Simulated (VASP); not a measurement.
Level of theory: PBE GGA, VASP's PBE PAW potentials (set 64) (plane waves; VASP).

VASP ran on this input.

File POSCAR:
```
BaHfO3
1
    4.2006542580     0.0000000000     0.0000000000
    0.0000000000     4.2006542580     0.0000000000
    0.0000000000     0.0000000000     4.2006542580
Ba Hf O
1 1 3
Direct
  0.0000000000   0.0000000000   0.0000000000
  0.5000000000   0.5000000000   0.5000000000
  0.5000000000   0.0000000000   0.5000000000
  0.0000000000   0.5000000000   0.5000000000
  0.5000000000   0.5000000000   0.0000000000
```

**INCAR**
```
ALGO = Normal
EDIFF = 1E-6
ENCUT = 500
GGA = PE
ICHARG = 11
ISMEAR = 0
LASPH = .True.
LCHARG = .False.
LMAXMIX = 6
LREAL = .False.
LWAVE = .False.
NELM = 100
PREC = Accurate
SIGMA = 0.05
SYSTEM = BaHfO3
```

KPOINTS:
```
k-points along high-symmetry lines
15
Line-mode
Reciprocal
  0.000000   0.000000   0.000000 ! GAMMA
  0.000000   0.500000   0.000000 ! X

  0.000000   0.500000   0.000000 ! X
  0.500000   0.500000   0.000000 ! M

  0.500000   0.500000   0.000000 ! M
  0.000000   0.000000   0.000000 ! GAMMA

  0.000000   0.000000   0.000000 ! GAMMA
  0.500000   0.500000   0.500000 ! R

  0.500000   0.500000   0.500000 ! R
  0.000000   0.500000   0.000000 ! X

  0.500000   0.500000   0.500000 ! R
  0.500000   0.500000   0.000000 ! M
```

POTCAR, in this order: Ba_sv Hf_pv O (PBE.64 set). Program: vasp_std. Read from the step before: CHGCAR.

Output

### OSZICAR
```
       N       E                     dE             d eps       ncg     rms          rms(c)
DAV:   1     0.224055151479E+03    0.22406E+03   -0.20766E+04  4148   0.155E+03
DAV:   2    -0.281474371314E+02   -0.25220E+03   -0.24687E+03  5322   0.342E+02
DAV:   3    -0.420775293140E+02   -0.13930E+02   -0.13895E+02  5536   0.735E+01
DAV:   4    -0.423680566567E+02   -0.29053E+00   -0.29039E+00  5800   0.104E+01
DAV:   5    -0.423752010142E+02   -0.71444E-02   -0.71438E-02  5821   0.114E+00
DAV:   6    -0.423753440761E+02   -0.14306E-03   -0.14306E-03  5903   0.137E-01
DAV:   7    -0.423753454613E+02   -0.13853E-05   -0.13852E-05  5420   0.135E-02
DAV:   8    -0.423753454785E+02   -0.17229E-07   -0.17228E-07  3622   0.158E-03
   1 F= -.42375345E+02 E0= -.42375345E+02  d E =-.458093E-11
```

**OUTCAR**
```
 val. band max:        2.3431013235   @ k =   0.5000   0.5000   0.5000

 cond. band min:       5.8850942412   @ k =   0.0000   0.0000   0.0000



 k-point     1 :       0.0000    0.0000    0.0000
  band No.  band energies     occupation
      1     -26.5483      2.00000
      2     -26.5483      2.00000
      3     -26.5483      2.00000
      4     -22.9690      2.00000
      5     -14.2865      2.00000
      6     -13.7515      2.00000
      7     -13.7515      2.00000
      8      -8.1096      2.00000
      9      -8.1096      2.00000
     10      -8.1096      2.00000
     11       0.6469      2.00000
     12       0.6469      2.00000
     13       0.6469      2.00000
     14       1.3919      2.00000
     15       1.3919      2.00000
     16       1.3919      2.00000
     17       2.1060      2.00000
     18       2.1060      2.00000
     19       2.1060      2.00000
     20       5.8851      0.00000
     21       5.8851      0.00000
     22       5.8851      0.00000
     23       7.0139      0.00000

 k-point     2 :       0.0000    0.0357    0.0000
  band No.  band energies     occupation
      1     -26.5499      2.00000
      2     -26.5483      2.00000
      3     -26.5483      2.00000
      4     -22.9682      2.00000
      5     -14.2847      2.00000
      6     -13.7512      2.00000
      7     -13.7472      2.00000
      8      -8.1087      2.00000
      9      -8.1087      2.00000
     10      -8.1071      2.00000
     11       0.6253      2.00000
     12       0.6437      2.00000
     13       0.6437      2.00000
     14       1.3788      2.00000
     15       1.3788      2.00000
     16       1.3816      2.00000
     17       2.0679      2.00000
     18       2.0998      2.00000
     19       2.0998      2.00000
     20       5.8905      0.00000
     21       5.9168      0.00000
     22       5.9168      0.00000
     23       7.0355      0.00000

 k-point     3 :       0.0000    0.0714    0.0000
  band No.  band energies     occupation
...
```

The density is held fixed in this step, so its total energy and stress have no physical meaning. Unless said otherwise, spin-orbit coupling is left out, though it shifts the bands of the heavy elements here.

The compound is BaHfO3 in the cubic perovskite structure. It was relaxed first.
